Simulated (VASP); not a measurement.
# Ga$_{4}$AsSb$_{3}$ (ordered alloy cell): computed properties

Calculation: PBEsol GGA, VASP's PBE PAW potentials (set 64) (plane waves; VASP).

- space group = R3m (160)
- cell = a = 4.2444 Å, b = 4.2444 Å, c = 41.5665 Å, α = 90.00°, β = 90.00°, γ = 120.00°
- volume per atom = 27.02 Å^3/atom
- band gap (over mesh and band path) = none (metal, semimetal or under 0.01 eV)
- density = 5.52 g/cm³

Space group R3m, hexagonal axes (No. 160); a = b = 4.2444 Å, c = 41.5665 Å, α = β = 90.00°, γ = 120.00°

```
atom  site  symmetry       x       y       z
----  ----  --------  ------  ------  ------
Ga      3a        3m  0.0000  0.0000  0.0036
Ga      3a        3m  0.0000  0.0000  0.2513
Ga      3a        3m  0.0000  0.0000  0.4989
Ga      3a        3m  0.0000  0.0000  0.7464
Sb      3a        3m  0.0000  0.0000  0.3147
Sb      3a        3m  0.0000  0.0000  0.5624
Sb      3a        3m  0.0000  0.0000  0.8101
As      3a        3m  0.0000  0.0000  0.0625
```
(The calculation used a cell of 8 atoms; values per cell refer to that cell.)

Unless said otherwise, spin-orbit coupling is left out, though it shifts the bands of the heavy elements here.

The structure was generated: Ga4AsSb3 was put into an ordered model structure (R3m), which need not be its known phase. It was relaxed first. Symmetry was kept, so distortions that lower it aren't found.
